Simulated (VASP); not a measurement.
**CdS: single point with PBE**

Crystal: CdS.

```
Cd S
1.0
     4.00550    0.00000    0.00000
    -2.00275    3.46887    0.00000
     0.00000    0.00000    7.19175
Cd S
2 2
Direct
  0.33333 0.66667 0.00000
  0.66667 0.33333 0.50000
  0.33333 0.66667 0.38500
  0.66667 0.33333 0.88500
```

```yaml
Program: VASP 6.6.1
Task: single point
Functional: PBE
Potentials_or_basis: VASP PAW PBE potentials, release 64 (Cd, S)
Cutoff: 520 eV
k_mesh: 9 × 9 × 6
Occupations: gaussian, width 0.05 eV
Spin: no spin polarisation
```

| Property | Result |
| --- | --- |
| Pressure | 4.5 GPa |
| Largest force | 0.726 eV/Å |
| Band gap on the k mesh | 1.10 eV, direct |

Forces on the atoms (eV/Å):
```
Cd   0.000  0.000  0.726
Cd   0.000  0.000  0.726
S    0.000  0.000 -0.726
S    0.000  0.000 -0.726
```

Stress tensor (GPa, compression positive):
```
 7.97  0.00  0.00
 0.00  7.97  0.00
 0.00  0.00 -2.46
```

Levels at points of the mesh, in eV from the valence-band top:
```
           k point  band 15  band 16  band 17  band 18  band 19  band 20  band 21  band 22
(0.00, 0.00, 0.00)    -0.50    -0.42     0.00     0.00     1.10     3.08     5.91     6.78
(0.00, 0.00, 0.50)    -0.26    -0.26    -0.26    -0.26     2.83     2.83     5.70     5.70
```

Wall time 2.2 min on 1 thread of Intel(R) Xeon(R) Platinum 8259CL CPU @ 2.50GHz (Skylake/Cascade Lake), on a shared host, peak memory 0.27 GiB.

The gap isn't set beside the measured one, since this odd mesh misses points on the zone boundary.

Caveat: an odd mesh through Γ misses points on the zone boundary, where band edges often lie.
